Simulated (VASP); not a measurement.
Given:

```yaml
crystal:
  lattice:
    - [3.06920, 0.00000, 0.00000]
    - [0.00000, 3.06920, 0.00000]
    - [0.00000, 0.00000, 3.06920]
  atoms:
    - { symbol: Zn, position: [0.50000, 0.50000, 0.50000] }
    - { symbol: Cu, position: [0.00000, 0.00000, 0.00000] }
```

All values below come from vdW-DF2, VASP's PBE PAW potentials (set 64) (plane waves; VASP). Numerical set-up: 520 eV cut-off, 12×12×12 Γ-centred mesh, first-order Methfessel-Paxton smearing of 0.10 eV, potentials Zn Cu.

### Question
Estimate the energy per atom (σ→0), band gap (on the k-mesh) with the smallest direct gap where there is one.

### Answer

The band gap (on the k-mesh) comes out as none (metal, semimetal or under 0.01 eV). The energy per atom (σ→0) is 0.979 eV/atom.

Only differences to runs with the same potentials and settings are physical.

The compound is CuZn in the CsCl type structure. It was relaxed first, which changed the volume by +13 %. The electron count is odd and the run is not spin-polarised, which forces a metal.
